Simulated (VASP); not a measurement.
Calculation: LDA (Ceperley-Alder, Perdew-Zunger), VASP's LDA PAW potentials (set 64) (plane waves; VASP).

VASP input:

### POSCAR
```
MgS
1
    0.0000000000     2.5587005931     2.5587005931
    2.5587005931     0.0000000000     2.5587005931
    2.5587005931     2.5587005931     0.0000000000
Mg S
1 1
Direct
  0.0000000000   0.0000000000   0.0000000000
  0.5000000000   0.5000000000   0.5000000000
```

**INCAR**
```
# general
SYSTEM = MgS
PREC   = Accurate
ENCUT  = 520   # plane-wave cut-off (eV)
LREAL  = .False.   # projection in real space or not
LASPH  = .True.   # aspherical one-centre terms

# electronic loop
EDIFF  = 1E-7   # SCF stop (eV)
NELM   = 100   # most electronic steps
ALGO   = Normal

# smearing
ISMEAR = 0   # Gaussian
SIGMA  = 0.05

# ions
ISIF   = 2   # forces and stress, cell fixed

# output
LWAVE  = .False.
LCHARG = .False.
```

KPOINTS:
```
Automatic mesh
0
Gamma
9 9 9
0 0 0
```

POTCAR, in this order: Mg S (LDA.64 set). Program: vasp_std.

Question: What will the output report for the number of irreducible k-points (NKPTS), largest plane-wave count, number of space-group operations, FFT grid (NGX, NGY, NGZ)?

Answer: 
The number of irreducible k-points (NKPTS) is 35, the largest plane-wave count comes out as 914 and the number of space-group operations is 48. The FFT grid (NGX, NGY, NGZ) is 28 × 28 × 28.

The compound is MgS in the rock salt structure. It was relaxed first.
